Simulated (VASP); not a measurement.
Here is a VASP 6.6.1 calculation.

Contents of INCAR:

```
PREC = Accurate
ENCUT = 520
EDIFF = 1E-7
ISMEAR = -1
SIGMA = 0.05
LREAL = F
LASPH = T
NELM = 100
ALGO = Normal
ISIF = 2
LWAVE = F
LCHARG = F
GGA = PE
NBANDS = 20
```

Contents of KPOINTS:

```
Automatic mesh
0
Gamma
  8 8 7
```

The input POSCAR:

```
PPd2
1.0
    3.7887813900      0.0000000000      0.0000000000
   -1.8943907000      3.2811809300      0.0000000000
    0.0000000000      0.0000000000      3.8982710000
P Pd
1 2
Direct
    0.0000000000      0.0000000000      0.0000000000
    0.3333333300      0.6666666700      0.0000000000
    0.6666666700      0.3333333300      0.0000000000
```

Potentials or basis: VASP PAW PBE potentials, release 64 (P, Pd).

Run with:

```console
$ cat potpaw_PBE.64/P/POTCAR potpaw_PBE.64/Pd/POTCAR > POTCAR
$ mpirun -np 1 vasp_std > vasp.out
```

Task: Predict the band gap on the k mesh.

Result: None (metal or under the smearing width).

Task: What does it give for the pressure?

Result: 95.8 GPa.

Stress tensor (GPa, compression positive):
```
143.47   0.00   0.00
  0.00 143.47   0.00
  0.00   0.00   0.49
```

Caveat: a pressure of tens of GPa on the cell as given is suspect, and the run, the potentials or the cell itself is likely at fault; this functional lacks dispersion, which binds the layers, so the pressure and a relaxed spacing across them are unreliable.
